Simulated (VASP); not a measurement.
A convergence study with VASP on SrTiO3 (cubic perovskite): a few settings are varied, all else stays as given below, so the limit is that of these other settings. The cell's lengths are 1 % over those of the tabulated start and one atom is moved, so it is off equilibrium.

```
SrTiO3
1.0
    3.94405     0.00000     0.00000
    0.00000     3.94405     0.00000
    0.00000     0.00000     3.94405
Sr Ti O
1 1 3
Direct
  0.00000   0.00000   0.00000
  0.50000   0.50000   0.50000
  0.50000   0.00000   0.50000
  0.00000   0.50000   0.50000
  0.51537   0.50000   0.00000
```

Computed with PBEsol GGA, VASP's PBE PAW potentials (set 64) (plane waves; VASP). The last row used: 700 eV cut-off, 4×4×4 Γ-centred mesh, Gaussian smearing of 0.050 eV, potentials Sr_sv Ti_sv O.

```tsv
setting	E (eV/atom)	pressure (GPa)	largest force (eV/Å)	electronic steps
ALGO = Normal, EDIFF = 1E-2	-8.3927	-7.01	0.318	11
ALGO = Normal, EDIFF = 1E-3	-8.3927	-6.05	0.322	12
ALGO = Normal, EDIFF = 1E-4	-8.3927	-6.52	0.321	13
ALGO = Normal, EDIFF = 1E-5	-8.3927	-6.46	0.322	14
ALGO = Normal, EDIFF = 1E-6	-8.3927	-6.47	0.322	15
ALGO = Normal, EDIFF = 1E-8	-8.3927	-6.44	0.322	20
ALGO = Normal, EDIFF = 1E-9	-8.3927	-6.44	0.322	23
ALGO = Fast, EDIFF = 1E-2	-8.3907	-6.87	0.321	12
ALGO = Fast, EDIFF = 1E-3	-8.3916	-7.50	0.324	16
ALGO = Fast, EDIFF = 1E-4	-8.3922	-6.84	0.323	33
ALGO = Fast, EDIFF = 1E-5	-8.3925	-6.67	0.323	53
ALGO = All, EDIFF = 1E-3	-8.3924	-6.80	0.319	18
ALGO = All, EDIFF = 1E-4	-8.3926	-6.62	0.320	22
ALGO = All, EDIFF = 1E-5	-8.3927	-6.49	0.322	31
ALGO = All, EDIFF = 1E-6	-8.3927	-6.45	0.322	39
ALGO = All, EDIFF = 1E-7	-8.3927	-6.44	0.322	47
ALGO = All, EDIFF = 1E-8	-8.3927	-6.44	0.322	54
ALGO = All, EDIFF = 1E-9	-8.3927	-6.44	0.322	60
```

Left out are rungs that failed or repeat a setting and relaxations that didn't move; long series are thinned to 24 rows.

The compound is SrTiO3 in the cubic perovskite structure, the ideal cubic form; the compound distorts at low or room temperature. The cell was not relaxed at this level, it is distorted from the ideal structure.
